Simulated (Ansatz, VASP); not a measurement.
# Cross-check of CsPbCl3 between VASP and Ansatz, part 2 of 2

Wanted: the spread between two codes on one cell, functional and k mesh. The cell is taken from a series of runs on this material, whose earlier steps may have relaxed, scaled, displaced or heated it; both programs get it as it stands.

VASP 6.6.1 and Ansatz 0.2.0.

So far: The starting structure; VASP: dielectric response, PBE.

### 3. Ansatz: dielectric response, PBE

Level of this step: Ansatz beside VASP: Kohn-Sham DFT, plane waves, PBE (Ansatz).

Ansatz runs on its default PAW (the set named soft_2) files.

The same cell, functional and mesh now go to Ansatz, which takes its cutoff from its data sets.

Input file input.yaml:

```yaml
crystal:
  lattice:
    - [5.605, 0.0, 0.0]
    - [0.0, 5.605, 0.0]
    - [0.0, 0.0, 5.605]
  atoms:
    - { symbol: Cs, position: [0.0, 0.0, 0.0] }
    - { symbol: Pb, position: [0.5, 0.5, 0.5] }
    - { symbol: Cl, position: [0.5, 0.5, 0.0] }
    - { symbol: Cl, position: [0.0, 0.5, 0.5] }
    - { symbol: Cl, position: [0.5, 0.0, 0.5] }
kpoints:
  mp_grid: { grid: [4, 4, 4] }
hamiltonian:
  xc: pbe
scf:
  occupations: { method: fixed }
dielectric: {}
```

On the command line:

```bash
> ansatz run input.yaml --threads 4 --pin off --max-ram 14745MiB --backend cpu --events-out ev --progress --plain --runs-dir out
```

Numbers of over 12 decimals in the logs are rounded to 6 here.

Output:

```text
Engine: ansatz 0.2.0, aarch64-unknown-linux-gnu
Pseudopotentials: kind: paw
Pseudopotential: Cs, paw, valence charge 9, recommended cutoff 420 eV (normal), Cs.paw.azcp
Pseudopotential: Pb, paw, valence charge 14, recommended cutoff 420 eV (normal), Pb.paw.azcp
Pseudopotential: Cl, paw, valence charge 7, recommended cutoff 420 eV (normal), Cl.paw.azcp
Functional definition: PBE
  parameter kappa = 0.804
  parameter beta = 0.066725
  exchange = pbe_x(kappa = kappa, mu = beta*pi^2/3)
  correlation = pbe_c(beta = beta)
Crystal: 5 atoms, lattice volume = 176.087 Å³
Basis set: ecut = 420 eV, 3407 PW (Γ), exchange–correlation on 80×80×80 points (8 copies of the dense FFT grid, shifted against one another)
Bands: 27, of which v1, the nominal top of the filled ones, is band 22 counted from 1 (21 counted from 0)
Symmetry: 48 space group operations
k-points: 18 of 64 (irreducible under 8 space group operations, time reversal used)
Non-local potential: Cs, projectors of the file, l = 0: 3, l = 1: 2, l = 2: 2, l = 3: 2
Non-local potential: Pb, projectors of the file, l = 0: 2, l = 1: 2, l = 2: 2, l = 3: 2
Non-local potential: Cl, projectors of the file, l = 0: 2, l = 1: 2, l = 2: 2
PAW form: soft (Blöchl's): semilocal exchange-correlation on the pseudo side does not see the compensation charge
PAW one-centre angular grid: Cs, 194 points (default); XC on 64 Gauss nodes
PAW one-centre angular grid: Pb, 590 points (default); XC on 64 Gauss nodes
PAW one-centre angular grid: Cl, 110 points (default); XC on 64 Gauss nodes
Initial density: superposition of atomic densities (neutral atoms: chi_scale 0, normalization atom), corrected by the library's trained network
Initial wavefunctions: pseudopotential atomic-orbital guess
Functional: x = pbe(κ = 0.804, μ = 0.219515), c = pbe(β = 0.066725)
SCF iter   1: F=—  HF=-20823.255504 eV  |F-HF|=—  |Δ(HF+E_count)|=         —  Δρ=4.92e-4  dr2=5.53e-4  ethr=1.77e-3  ⟨swp⟩=4.9  Hψ=2020  notcnv=0  defer=45
preconditioner: auto → Resta (q_TF=auto, 2.165 Å⁻¹)  ε∞=2.9  [insulator: Δε(μ)=1.936 eV  Ē_g=13.257 eV  n_scr=26 (ndim 8)  ℏωp=18.1 eV  f_vac=0.062  ε∞_Penn≈2.9]
SCF iter   2: F=—  HF=-20823.254516 eV  |F-HF|=—  |Δ(HF+E_count)|=   9.87e-4  Δρ=2.47e-4  dr2=1.22e-4  ethr=1.26e-6  ⟨swp⟩=2.9  Hψ=1200  notcnv=0  defer=52
SCF iter   3: F=—  HF=-20823.254550 eV  |F-HF|=—  |Δ(HF+E_count)|=   3.35e-5  Δρ=8.10e-5  dr2=7.49e-6  ethr=2.76e-7  ⟨swp⟩=2.0  Hψ=862  notcnv=0  defer=52
SCF iter   4: F=—  HF=-20823.254560 eV  |F-HF|=—  |Δ(HF+E_count)|=   9.89e-6  Δρ=3.00e-5  dr2=1.25e-6  ethr=1.70e-8  ⟨swp⟩=2.6  Hψ=879  notcnv=0  defer=42
SCF iter   5: F=—  HF=-20823.254568 eV  |F-HF|=—  |Δ(HF+E_count)|=   8.22e-6  Δρ=3.97e-6  dr2=2.59e-8  ethr=2.85e-9  ⟨swp⟩=2.2  Hψ=783  notcnv=0  defer=28
SCF iter   6: F=—  HF=-20823.254568 eV  |F-HF|=—  |Δ(HF+E_count)|=   7.35e-8  Δρ=5.46e-7  dr2=9.54e-10  ethr=5.89e-11  ⟨swp⟩=2.0  Hψ=856  notcnv=0  defer=28
SCF iter   7: F=-20823.254568 eV  HF=-20823.254568 eV  |F-HF|=7.28e-12  |Δ(HF+E_count)|=   1.29e-9  Δρ=1.84e-7  dr2=7.15e-11  ethr=1.00e-12  ⟨swp⟩=11.4  Hψ=2386  notcnv=0
SCF 1 converged in 7 iterations: F = -20823.254568 eV  dr2 = 7.15e-11
  greatest PAW one-centre occupation: 0.983 electrons in one spin orbital (limit 2), on the Pb atom at site 1 (counted from 0), in its partial waves of l = 2
DFPT response loops at Γ: preconditioner auto → Resta (q_TF=auto, 2.165 Å⁻¹)  ε∞=5.6 (no band partly filled); β = 1.00, the filter's whole step (`scf.mixing.beta` (0.50) is not read by the response loops at its default; to damp them type it under 1.00, their step now; it binds the ground state too); Broyden in place of MSR1
── the response to a field inside a basis, on 10×10×10 k-points: an SCF that follows is theirs, and a resumed run solves both again ──
Bands: 23, of which v1, the nominal top of the filled ones, is band 22 counted from 1 (21 counted from 0)
k-points: 35 of 1000
Initial density: handed on by an earlier stage of this run
Initial wavefunctions: pseudopotential atomic-orbital guess (no wavefunctions were taken with the density)
Eigensolver: Dense (35 Hₖ)
SCF iter   1: F=—  HF=-20823.265947 eV  |F-HF|=—  |Δ(HF+E_count)|=         —  Δρ=3.77e-4  dr2=2.34e-4  ethr=1.00e-1
preconditioner: auto → Resta (q_TF=auto, 2.165 Å⁻¹)  ε∞=3.3  [insulator: Δε(μ)=2.219 eV  Ē_g=11.980 eV  n_scr=26 (ndim 8)  ℏωp=18.1 eV  f_vac=0.062  ε∞_Penn≈3.3]
SCF iter   2: F=—  HF=-20823.265900 eV  |F-HF|=—  |Δ(HF+E_count)|=   4.62e-5  Δρ=1.82e-4  dr2=4.13e-5  ethr=5.32e-7
SCF iter   3: F=—  HF=-20823.265896 eV  |F-HF|=—  |Δ(HF+E_count)|=   4.79e-6  Δρ=3.88e-5  dr2=3.02e-6  ethr=9.39e-8
SCF iter   4: F=—  HF=-20823.265895 eV  |F-HF|=—  |Δ(HF+E_count)|=   2.41e-7  Δρ=6.37e-6  dr2=1.43e-7  ethr=6.87e-9
SCF iter   5: F=-20823.265895 eV  HF=-20823.265895 eV  |F-HF|=1.03e-9  |Δ(HF+E_count)|=   7.29e-9  Δρ=1.74e-6  dr2=9.90e-9  ethr=3.25e-10
SCF 1 converged in 5 iterations: F = -20823.265895 eV  dr2 = 9.90e-9
DFPT response loops at Γ: preconditioner auto → Resta (q_TF=auto, 2.165 Å⁻¹)  ε∞=5.2 (no band partly filled); β = 1.00, the filter's whole step (`scf.mixing.beta` (0.50) is not read by the response loops at its default; to damp them type it under 1.00, their step now; it binds the ground state too); Broyden in place of MSR1
WARN: field response: inside a basis, on 10×10×10 points, no mesh in reach settles it: take ε∞, Z* and everything formed from them with what they may err, as stated (eps_inf_uncertainty, zstar_uncertainty_e), and compare with field_mesh: kpoints on a denser kpoints.mp_grid
SCF converged after 7 iterations
Free energy (F): -20823.254568 eV
Harris-Foulkes:  -20823.254568 eV  (|F-HF|=7.28e-12)
Internal energy: -20823.254568 eV  (E = F + TS)
E sigma→0 (E₀):  -20823.254568 eV
Fermi energy:    4.122135 eV
--- Per-component energies (eV) ---
  E_band       = -234.020621
  E_kinetic    = 913.644677
  E_local      = -2668.271104  (includes V_loc(G=0)·N_el)
  E_nonlocal   = 465.775143
  E_hartree    = 1011.036429
  E_xc         = -718.582135
  E_vxc        = -627.253702  (∫ρ·V_xc dr)
  E_paw        = -17446.658591  (= ΣΔE_a)
  E_vpaw       = -339.988918  (= ΣTr[D̂ρ^β])
  E_aug_tail   = 0.000317  (compensation charges beyond the density's cutoff)
  E_ewald      = -2380.199303
  E_smearing   = -0.000000  (= −TS)
  E_closure    = -0.000000  (closes the sum)
  Σ components = -20823.254568   (vs F -20823.254568, Δ=0.00e0)
--- Band table (eV; the first three rows and the last of 18) ---
  k-point 0: bands = [... 18 lower, 1.4707, 1.5782, 1.5782, 1.5782, 7.4573, 8.3925, 8.3925, 9.3016, ... 1 higher]
  k-point 1: bands = [... 18 lower, 1.4216, 1.5233, 1.5233, 1.6771, 7.9621, 8.7425, 8.7969, 8.9438, ... 1 higher]
  k-point 2: bands = [... 18 lower, 1.3729, 1.4678, 1.4678, 2.4264, 7.1389, 8.7951, 9.3023, 9.4428, ... 1 higher]
  k-point 17: bands = [... 18 lower, 1.8981, 1.8981, 1.8981, 4.1221, 6.0485, 6.0485, 6.0485, 9.2141, ... 1 higher]
--- Dielectric response (ions clamped): 3 representative field directions + reference, inside a basis on a mesh of 1000 k-points (Σ response iterations 12) ---
  ε∞ (high-frequency dielectric tensor):
        3.935175     0.000000    -0.000000
        0.000000     3.935175     0.000000
       -0.000000     0.000000     3.935175
  Born effective charges Z* (e; rows j = field, columns β = displacement):
    site 0:
         1.31891    0.00000    0.00000
        -0.00000    1.31891    0.00000
         0.00000    0.00000    1.31891
    site 1:
         3.92494   -0.00000    0.00000
        -0.00000    3.92494    0.00000
        -0.00000    0.00000    3.92494
    site 2:
        -0.72797   -0.00000    0.00000
         0.00000   -0.72797    0.00000
        -0.00000    0.00000   -3.78790
    site 3:
        -3.78790    0.00000    0.00000
         0.00000   -0.72797    0.00000
        -0.00000    0.00000   -0.72797
    site 4:
        -0.72797    0.00000   -0.00000
        -0.00000   -3.78790    0.00000
         0.00000    0.00000   -0.72797
  Z* charge neutrality: 2.157e-3 e pre-enforcement
  solved inside a basis spanned on kpoints, on 10×10×10 k-points, which do not settle them: ε∞ is read to err by 3.4e-2, Z* by 4.5e-2 e (field_mesh: kpoints solves on kpoints); Z* is corrected for what the basis lacks
```

Reading the cycles: dr2 is the Hartree energy of the density residual (eV), the measure of convergence; HF is the Harris–Foulkes estimate of the energy, which meets the free energy F at convergence.

### 4. Differences

Known differences besides the potentials themselves: fixed occupations in Ansatz, narrow Gaussian smearing in VASP; VASP's response is taken on the typed mesh, Ansatz refines its own for the field response alone; the cutoff is 420 eV in Ansatz and 400 eV in VASP. Total energies have different zeros and are not compared.

Both answers:

| quantity | Ansatz | VASP | difference |
| --- | --- | --- | --- |
| ε∞ xx | 3.94 | 4.60 | -14.42 % |
| ε∞ yy | 3.94 | 4.60 | -14.42 % |
| ε∞ zz | 3.94 | 4.60 | -14.42 % |

### 5. Summary of results

```json
{"difference in ε∞ xx (dielectric response, PBE)": "-14 %"}
```

**Reading.** The difference in ε∞ xx is -14 % (dielectric response, PBE), beyond the 5 % picked in this series as the mark of a large difference. What causes the difference of the dielectric response, PBE pair stays open here. How closely two codes agree says nothing of how well the functional describes the real material.

[Lines on the potential files, build, host, timing and source positions are cut from VASP's logs without a mark.]

[Logs are printed without paths, hosts, clocks, repeated set-up lines and the standing remarks that a program may print on its own settings, such as how far it seeks lower states.]

[Hosts, paths, dates, database ids (printed as entryN), source tags and the programs' standing remarks are cut or masked in the printed files.]
